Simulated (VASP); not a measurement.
Data:

```
CELL_PARAMETERS angstrom
      1.96888    -3.41020     0.00000
      1.96888     3.41020     0.00000
      0.00000     0.00000     6.18397
ATOMIC_POSITIONS crystal
  La 0.33333 0.66667 0.24727
  La 0.66667 0.33333 0.75273
  O  0.00000 0.00000 0.00000
  O  0.33333 0.66667 0.64578
  O  0.66667 0.33333 0.35422
```

These are PBE GGA with spin-orbit coupling, VASP's PBE PAW potentials (set 64) (plane waves; VASP) values and carry that method's errors. Run with 520 eV cut-off, 6×6×4 Γ-centred mesh, Gaussian smearing of 0.050 eV, potentials La O.

Q: Estimate the energy per atom (σ→0), band gap (over mesh and band path) with the smallest direct gap where there is one.

A: 
```yaml
band gap (over mesh and band path): 3.83 eV
smallest direct gap (over mesh and band path): 3.95 eV
energy per atom (σ→0): -8.480 eV/atom
```

The absolute energy has meaning only against runs of the same code, potentials and settings.

The compound is La2O3 in the a-type structure. It was relaxed first.
